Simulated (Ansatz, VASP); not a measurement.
## One calculation of Al3B2P, two programs

```
CELL_PARAMETERS angstrom
3.62542 0.00000 0.00000
-1.81271 3.13971 0.00000
0.00000 0.00000 7.13135
ATOMIC_POSITIONS crystal
Al 0.66667 0.33333 0.50000
Al 0.00000 0.00000 0.00000
Al 0.00000 0.00000 0.50000
B 0.33333 0.66667 0.24282
B 0.33333 0.66667 0.75718
P 0.66667 0.33333 0.00000
```

Change from the starting cell: species swapped into the Ce2Si3Ni type (P-6m2, No. 187).

Alike in both runs: task single point; functional PBE; k mesh 6 × 6 × 4; occupations gaussian, width 0.1 eV; no spin polarisation.

```csv
,VASP,Ansatz
version,VASP 6.6.1,Ansatz 0.2.0
potentials or method,"VASP PAW PBE potentials, release 64 (Al, B, P)","scalar-relativistic, plane waves, PAW"
plane-wave cutoff (eV),520,420
valence electrons in the cell,20,20
```

```tsv
	VASP	Ansatz	Ansatz less VASP
gap on the k mesh at the Fermi level (eV)	none	none	-
rms of the force components (eV/Å)	0.503	0.503	+0.0004
```

Atom by atom the forces differ by 0.000 eV/Å (rms over components). A gap of «none» marks a metal or a gap that the smearing closes.

Caveats: forces of over 1 eV/Å show positions far from the minimum, so gaps and moduli don't describe the material at rest.
